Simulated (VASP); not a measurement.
Given:

```
BP
1.0
    2.66475     0.00000     0.00000
    0.00000     2.66475     0.00000
    0.00000     0.00000     2.66475
B P
1 1
Cartesian
  0.00000   0.00000   0.00000
  1.33238   1.33238   1.33238
```

Computed with PBEsol GGA, VASP's PBE PAW potentials (set 64) (plane waves; VASP 6.6.1). Numerical set-up: 620 eV cut-off, 14×14×14 Γ-centred mesh, first-order Methfessel-Paxton smearing of 0.10 eV, potentials B P.

Predict the energy per atom (σ→0), pressure, band gap (on the k-mesh) with the smallest direct gap where there is one.

```json
{
  "band gap (on the k-mesh)": "none (metal, semimetal or under 0.01 eV)",
  "energy per atom (σ→0)": "-5.095 eV/atom",
  "pressure": "4.75 GPa"
}
```

The structure was generated: BP was put into the CsCl type type (Pm-3m), which need not be its known phase. It was relaxed first under an external pressure of 5 GPa. VASP warned that the highest band is occupied, so more bands are needed.
